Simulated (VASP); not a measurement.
Calculation: PBE GGA, VASP's PBE PAW potentials (set 64) (plane waves; VASP).

A VASP calculation is set up with these files.

### INCAR
```
! general
SYSTEM =ZnSe
PREC   =Accurate
ENCUT  =400   ! plane-wave cut-off (eV)
LREAL  =.FALSE.   ! projection in real space or not
LASPH  =.TRUE.

! electronic loop
EDIFF  =1E-6   ! SCF stop (eV)
NELM   =100   ! most electronic steps
ALGO   =Normal   ! blocked Davidson
LMAXMIX=4

! smearing
ISMEAR =0   ! Gaussian
SIGMA  =0.05   ! width (eV)

! functional
GGA    =PE

! ions
ISIF   =2

! output
LWAVE  =.FALSE.
LCHARG =.FALSE.
```

**KPOINTS**
```
kpoints
0
gamma
  7 7 7
0 0 0
```

**POSCAR**
```
ZnSe
1.0
  0.0000000000   2.8917000000   2.8917000000
  2.8917000000   0.0000000000   2.8917000000
  2.8917000000   2.8917000000   0.0000000000
Zn Se
1 1
Direct
  0.0000000000   0.0000000000   0.0000000000
  0.2500000000   0.2500000000   0.2500000000
```

POTCAR, in this order: Zn Se (PBE.64 set). Program: vasp_std.

Output of the run:

File OUTCAR:
```
 ion  position               nearest neighbor table
   1  0.000  0.000  0.000-   2 2.50   2 2.50   2 2.50   2 2.50
   2  0.250  0.250  0.250-   1 2.50   1 2.50   1 2.50   1 2.50
  LATTYP: Found a face centered cubic cell.
 ALAT       =     5.7834000000
 Subroutine PRICEL returns:
 Original cell was already a primitive cell.
 Subroutine GETGRP returns: Found 24 space group operations
The static configuration has the point symmetry T_d .
The dynamic configuration has the point symmetry T_d .
 Subroutine INISYM returns: Found 24 space group operations
 Subroutine IBZKPT returns following result:
 Found     20 irreducible k-points:

 Following reciprocal coordinates:
            Coordinates               Weight
  0.000000  0.000000  0.000000      1.000000
  0.142857  0.000000  0.000000      8.000000
  0.285714  0.000000  0.000000      8.000000
  0.428571  0.000000  0.000000      8.000000
  0.142857  0.142857  0.000000      6.000000
  0.285714  0.142857  0.000000     24.000000
  0.428571  0.142857  0.000000     24.000000
 -0.428571  0.142857  0.000000     24.000000
 -0.285714  0.142857  0.000000     24.000000
...
```

### OSZICAR
```
       N       E                     dE             d eps       ncg     rms          rms(c)
DAV:   1     0.779059939302E+02    0.77906E+02   -0.78814E+03   520   0.132E+03
DAV:   2    -0.129061449054E+01   -0.79197E+02   -0.75530E+02   570   0.245E+02
DAV:   3    -0.627197704757E+01   -0.49814E+01   -0.49626E+01   640   0.638E+01
DAV:   4    -0.631801736999E+01   -0.46040E-01   -0.46032E-01   560   0.671E+00
DAV:   5    -0.631828460718E+01   -0.26724E-03   -0.26723E-03   625   0.471E-01    0.445E+00
DAV:   6    -0.604171785260E+01    0.27657E+00   -0.69396E-01   742   0.278E+01    0.340E+00
DAV:   7    -0.602519879297E+01    0.16519E-01   -0.18059E-01   565   0.425E+00    0.143E+00
DAV:   8    -0.602538647324E+01   -0.18768E-03   -0.41691E-03   595   0.628E-01    0.441E-01
DAV:   9    -0.602568112617E+01   -0.29465E-03   -0.10316E-03   570   0.284E-01    0.688E-02
DAV:  10    -0.602576922386E+01   -0.88098E-04   -0.12326E-04   590   0.115E-01    0.159E-02
DAV:  11    -0.602578643821E+01   -0.17214E-04   -0.29171E-05   573   0.609E-02    0.545E-03
DAV:  12    -0.602578784709E+01   -0.14089E-05   -0.35364E-06   605   0.218E-02    0.384E-03
DAV:  13    -0.602578793737E+01   -0.90278E-07   -0.71802E-07   395   0.933E-03
   1 F= -.60257879E+01 E0= -.60257879E+01  d E =-.168910E-15
```

### OUTCAR
```
------------------------ aborting loop because EDIFF is reached ----------------------------------------
  FORCE on cell =-STRESS in cart. coord.  units (eV):
  Direction    XX          YY          ZZ          XY          YZ          ZX
  --------------------------------------------------------------------------------------
  Total       -0.4325527     -0.4325527     -0.4325527     -0.0000000      0.0000000      0.0000000
  in kB      -14.3304521    -14.3304521    -14.3304521     -0.0000000      0.0000000      0.0000000
  external PRESSURE =     -14.3304521 kB  Pullay stress =       0.0000000 kB
  volume of cell :       48.36
      direct lattice vectors                 reciprocal lattice vectors
     0.000000000  2.891700000  2.891700000    -0.172908670  0.172908670  0.172908670
     2.891700000  0.000000000  2.891700000     0.172908670 -0.172908670  0.172908670
     2.891700000  2.891700000  0.000000000     0.172908670  0.172908670 -0.172908670
  FREE ENERGIE OF THE ION-ELECTRON SYSTEM (eV)
  ---------------------------------------------------
  free  energy   TOTEN  =        -6.0257879374 eV

  energy  without entropy=       -6.0257879374  energy(sigma->0) =       -6.02578794
```
(Selected blocks of OUTCAR.)

The compound is ZnSe in the zinc blende structure. The cell was not relaxed at this level.
